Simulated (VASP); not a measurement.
Data:

```
NiSi2
1.0
    0.00000     2.78000     2.78000
    2.78000     0.00000     2.78000
    2.78000     2.78000     0.00000
Si Ni
2 1
Direct
  0.25000   0.25000   0.25000
  0.75000   0.75000   0.75000
  0.00000   0.00000   0.00000
```

The numbers are results of PBE GGA, VASP's PBE PAW potentials (set 64) (plane waves; VASP 6.6.1), not measurements. Numerical set-up: 520 eV cut-off, 10×10×10 Γ-centred mesh, first-order Methfessel-Paxton smearing of 0.10 eV, potentials Si Ni.

Question: Estimate the energy per atom (σ→0), pressure, band gap (on the k-mesh) with the smallest direct gap where there is one.

Answer: 
```
Property                                                    Result
------------------------  ----------------------------------------
band gap (on the k-mesh)  none (metal, semimetal or under 0.01 eV)
energy per atom (σ→0)                               -5.767 eV/atom
pressure                                                 -7.81 GPa
```

Total energies compare only between runs with the same potentials, cut-off and functional.

The compound is NiSi2 in the fluorite structure. This cell is one point of a volume scan, at 1.06 of the reference volume. The run is not spin-polarised, so no magnetic state was tried.
